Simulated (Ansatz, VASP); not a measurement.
# GaN in two plane-wave programs

Aim: how closely do two programs agree when they are given the same cell, functional and k mesh? The cell is taken from a series of runs on this material, whose earlier steps may have relaxed, scaled, displaced or heated it; both programs get it as it stands.

Program: Ansatz 0.2.0. Level of theory: plane waves, with VASP 6.6.1 beside it; dielectric response at LDA. Results are calculated unless marked as measured.

## 1. Set-up

The structure is hexagonal, space group P6_3mc (No. 186). The conventional cell has a = 3.180 Å, b = 3.180 Å, c = 5.166 Å, α = 90.00°, β = 90.00°, γ = 120.00°. Nearest to Ga lie 4 N at 1.94 to 1.95 Å. N has 4 Ga at 1.94 to 1.95 Å nearest. Farther neighbours and most contacts between anions are not listed.

## 2. Ansatz: dielectric response, LDA

Ansatz runs on its default PAW (the set named soft_2) files.

The response to a field tests empty states and converges slowly with the mesh.

File input.yaml:

```yaml
crystal:
  lattice:
    - [3.18, 0.0, 0.0]
    - [-1.59, 2.753960784, 0.0]
    - [0.0, 0.0, 5.166]
  atoms:
    - { symbol: Ga, position: [0.3333333333, 0.6666666667, 0.0] }
    - { symbol: Ga, position: [0.6666666667, 0.3333333333, 0.5] }
    - { symbol: "N", position: [0.3333333333, 0.6666666667, 0.375] }
    - { symbol: "N", position: [0.6666666667, 0.3333333333, 0.875] }
kpoints:
  mp_grid: { grid: [6, 6, 4] }
hamiltonian:
  xc: lda
scf:
  occupations: { method: fixed }
dielectric: {}
```

Launch:

```console
$ ansatz run input.yaml --threads 4 --pin off --max-ram 7372MiB --backend cpu --events-out ev --progress --plain --runs-dir out
```

Numbers of over 12 decimals in the logs are rounded to 6 here.

The log of the run:

```text
Engine: ansatz 0.2.0, aarch64-unknown-linux-gnu
Pseudopotentials: kind: paw
Pseudopotential: Ga, paw, valence charge 13, recommended cutoff 420 eV (normal), Ga.paw.azcp
Pseudopotential: N, paw, valence charge 5, recommended cutoff 420 eV (normal), N.paw.azcp
Functional definition: SPW92
  exchange = slater_x
  correlation = pw_c
Crystal: 4 atoms, lattice volume = 45.242 Å³
Basis set: ecut = 420 eV, 881 PW (Γ), exchange–correlation on 48×48×72 points (8 copies of the dense FFT grid, shifted against one another)
Bands: 22, of which v1, the nominal top of the filled ones, is band 18 counted from 1 (17 counted from 0)
Symmetry: 12 space group operations
k-points: 47 of 144 (irreducible under 2 space group operations, time reversal used)
Non-local potential: Ga, projectors of the file, l = 0: 2, l = 1: 2, l = 2: 3, l = 3: 1
Non-local potential: N, projectors of the file, l = 0: 2, l = 1: 2, l = 2: 1
PAW form: soft (Blöchl's): semilocal exchange-correlation on the pseudo side does not see the compensation charge
PAW frozen core: Ga, regenerated for the run's functional, and the local potential with it (the file was generated under x = pbe(κ = 0.804, μ = 0.219515), c = pbe(β = 0.066725))
PAW frozen core: N, regenerated for the run's functional, and the local potential with it (the file was generated under x = pbe(κ = 0.804, μ = 0.219515), c = pbe(β = 0.066725))
PAW one-centre angular grid: Ga, 590 points (default); XC on 64 Gauss nodes
PAW one-centre angular grid: N, 110 points (default); XC on 64 Gauss nodes
Initial density: superposition of atomic densities (neutral atoms: chi_scale 0, normalization atom), corrected by the library's trained network
Initial wavefunctions: pseudopotential atomic-orbital guess
Functional: x = slater, c = lda
SCF iter   1: F=—  HF=-8164.191028 eV  |F-HF|=—  |Δ(HF+E_count)|=         —  Δρ=1.34e-2  dr2=7.77e-2  ethr=1.77e-3  ⟨swp⟩=4.5  Hψ=3644  notcnv=0  defer=48
preconditioner: auto → Resta (q_TF=auto, 2.626 Å⁻¹)  ε∞=5.0  [insulator: Δε(μ)=1.867 eV  Ē_g=16.546 eV  n_scr=22 (ndim 8)  ℏωp=33.1 eV  f_vac=0.008  ε∞_Penn≈5.0]
SCF iter   2: F=—  HF=-8164.169114 eV  |F-HF|=—  |Δ(HF+E_count)|=   2.19e-2  Δρ=3.56e-3  dr2=3.30e-3  ethr=2.16e-4  ⟨swp⟩=2.5  Hψ=1988  notcnv=0  defer=92
SCF iter   3: F=—  HF=-8164.168204 eV  |F-HF|=—  |Δ(HF+E_count)|=   9.11e-4  Δρ=1.61e-3  dr2=5.55e-4  ethr=9.16e-6  ⟨swp⟩=2.0  Hψ=1155  notcnv=0  defer=92
SCF iter   4: F=—  HF=-8164.168014 eV  |F-HF|=—  |Δ(HF+E_count)|=   1.89e-4  Δρ=1.27e-4  dr2=3.87e-6  ethr=1.54e-6  ⟨swp⟩=2.6  Hψ=1677  notcnv=0  defer=90
SCF iter   5: F=—  HF=-8164.168019 eV  |F-HF|=—  |Δ(HF+E_count)|=   4.23e-6  Δρ=6.25e-5  dr2=1.19e-6  ethr=1.08e-8  ⟨swp⟩=2.0  Hψ=1878  notcnv=0
SCF iter   6: F=—  HF=-8164.168013 eV  |F-HF|=—  |Δ(HF+E_count)|=   5.41e-6  Δρ=1.18e-5  dr2=6.79e-8  ethr=3.30e-9  ⟨swp⟩=2.0  Hψ=1878  notcnv=0
SCF iter   7: F=—  HF=-8164.168013 eV  |F-HF|=—  |Δ(HF+E_count)|=   1.40e-8  Δρ=4.00e-6  dr2=8.03e-9  ethr=1.89e-10  ⟨swp⟩=2.2  Hψ=1385  notcnv=0
SCF iter   8: F=—  HF=-8164.168013 eV  |F-HF|=—  |Δ(HF+E_count)|=  9.19e-10  Δρ=6.32e-7  dr2=1.07e-10  ethr=2.23e-11  ⟨swp⟩=3.0  Hψ=1986  notcnv=0
SCF iter   9: F=-8164.168013 eV  HF=-8164.168013 eV  |F-HF|=0.00e0  |Δ(HF+E_count)|=  7.64e-11  Δρ=9.66e-8  dr2=3.89e-12  ethr=1.00e-12  ⟨swp⟩=3.2  Hψ=2951  notcnv=0
SCF 1 converged in 9 iterations: F = -8164.168013 eV  dr2 = 3.89e-12
  greatest PAW one-centre occupation: 0.996 electrons in one spin orbital (limit 2), on the Ga atom at site 0 (counted from 0), in its partial waves of l = 2
DFPT response loops at Γ: preconditioner auto → Resta (q_TF=auto, 2.626 Å⁻¹)  ε∞=5.5 (no band partly filled); β = 1.00, the filter's whole step (`scf.mixing.beta` (0.50) is not read by the response loops at its default; to damp them type it under 1.00, their step now; it binds the ground state too); Broyden in place of MSR1
── the response to a field inside a basis, on 10×10×6 k-points: an SCF that follows is theirs, and a resumed run solves both again ──
Bands: 19, of which v1, the nominal top of the filled ones, is band 18 counted from 1 (17 counted from 0)
k-points: 90 of 600 (irreducible under 4 space group operations, time reversal used)
Initial density: handed on by an earlier stage of this run
Initial wavefunctions: pseudopotential atomic-orbital guess (no wavefunctions were taken with the density)
Eigensolver: Dense (90 Hₖ)
SCF iter   1: F=—  HF=-8164.175704 eV  |F-HF|=—  |Δ(HF+E_count)|=         —  Δρ=6.08e-4  dr2=3.41e-5  ethr=1.00e-1
preconditioner: auto → Resta (q_TF=auto, 2.626 Å⁻¹)  ε∞=6.0  [insulator: Δε(μ)=2.426 eV  Ē_g=14.868 eV  n_scr=22 (ndim 8)  ℏωp=33.1 eV  f_vac=0.007  ε∞_Penn≈6.0]
SCF iter   2: F=—  HF=-8164.175703 eV  |F-HF|=—  |Δ(HF+E_count)|=   3.52e-7  Δρ=3.54e-4  dr2=1.59e-5  ethr=9.47e-8
SCF iter   3: F=—  HF=-8164.175703 eV  |F-HF|=—  |Δ(HF+E_count)|=   1.04e-7  Δρ=5.65e-5  dr2=4.75e-7  ethr=4.42e-8
SCF iter   4: F=-8164.175701 eV  HF=-8164.175701 eV  |F-HF|=3.64e-8  |Δ(HF+E_count)|=   1.77e-6  Δρ=1.15e-5  dr2=3.22e-8  ethr=1.32e-9
SCF 1 converged in 4 iterations: F = -8164.175701 eV  dr2 = 3.22e-8
  greatest PAW one-centre occupation: 0.995 electrons in one spin orbital (limit 2), on the Ga atom at site 1 (counted from 0), in its partial waves of l = 2
DFPT response loops at Γ: preconditioner auto → Resta (q_TF=auto, 2.626 Å⁻¹)  ε∞=5.0 (no band partly filled); β = 1.00, the filter's whole step (`scf.mixing.beta` (0.50) is not read by the response loops at its default; to damp them type it under 1.00, their step now; it binds the ground state too); Broyden in place of MSR1
SCF converged after 9 iterations
Free energy (F): -8164.168013 eV
Harris-Foulkes:  -8164.168013 eV  (|F-HF|=0.00e0)
Internal energy: -8164.168013 eV  (E = F + TS)
E sigma→0 (E₀):  -8164.168013 eV
Fermi energy:    9.484126 eV
--- Per-component energies (eV) ---
  E_band       = -20.310134
  E_kinetic    = 494.159071
  E_local      = -3895.675181  (includes V_loc(G=0)·N_el)
  E_nonlocal   = 955.251654
  E_hartree    = 1788.319756
  E_xc         = -255.704451
  E_vxc        = -268.457179  (∫ρ·V_xc dr)
  E_paw        = -4070.309204  (= ΣΔE_a)
  E_vpaw       = -882.228010  (= ΣTr[D̂ρ^β])
  E_aug_tail   = 0.000021  (compensation charges beyond the density's cutoff)
  E_ewald      = -3183.826728
  E_core_change = 3.617048  (= ΣΔE_core)
  E_smearing   = -0.000000  (= −TS)
  E_closure    = 0.000000  (closes the sum)
  Σ components = -8164.168013   (vs F -8164.168013, Δ=0.00e0)
--- Band table (eV; the first three rows and the last of 47) ---
  k-point 0: bands = [... 14 lower, 8.4096, 9.4210, 9.4841, 9.4841, 11.4555, 13.6775, 18.5823, 19.2213]
  k-point 1: bands = [... 14 lower, 8.5590, 8.5590, 9.3192, 9.3192, 12.6179, 13.7913, 18.1939, 18.9262]
  k-point 2: bands = [... 14 lower, 8.9323, 8.9323, 8.9323, 8.9323, 13.7120, 13.7120, 17.8573, 17.8573]
  k-point 46: bands = [... 14 lower, 5.6348, 6.4207, 7.2335, 7.9391, 14.6582, 15.8429, 16.6190, 17.5082]
--- Dielectric response (ions clamped): 3 representative field directions + reference, inside a basis on a mesh of 600 k-points (Σ response iterations 18) ---
  ε∞ (high-frequency dielectric tensor):
        5.758407    -0.000000     0.000000
       -0.000000     5.758407    -0.000000
        0.000000    -0.000000     5.885574
  Born effective charges Z* (e; rows j = field, columns β = displacement):
    site 0:
         2.59998   -0.00000    0.00000
        -0.00000    2.59998   -0.00000
         0.00000   -0.00000    2.72906
    site 1:
         2.59998   -0.00000    0.00000
        -0.00000    2.59998   -0.00000
         0.00000   -0.00000    2.72906
    site 2:
        -2.59998    0.00000   -0.00000
         0.00000   -2.59998    0.00000
        -0.00000    0.00000   -2.72906
    site 3:
        -2.59998   -0.00000   -0.00000
         0.00000   -2.59998    0.00000
        -0.00000    0.00000   -2.72906
  Z* charge neutrality: 3.174e-3 e pre-enforcement
  solved inside a basis spanned on kpoints, on 10×10×6 k-points, its susceptibility summed on 18×18×10: ε∞ is read to err by 1.8e-2, Z* by 2.3e-2 e (field_mesh: kpoints solves on kpoints); Z* is corrected for what the basis lacks
```

(Continued in part 2 of 2.)

[Lines on the potential files, build, host, timing and source positions are cut from VASP's logs without a mark.]

[Logs are printed without paths, hosts, clocks, repeated set-up lines and the standing remarks that a program may print on its own settings, such as how far it seeks lower states.]

[Hosts, paths, dates, database ids (printed as entryN), source tags and the programs' standing remarks are cut or masked in the printed files.]
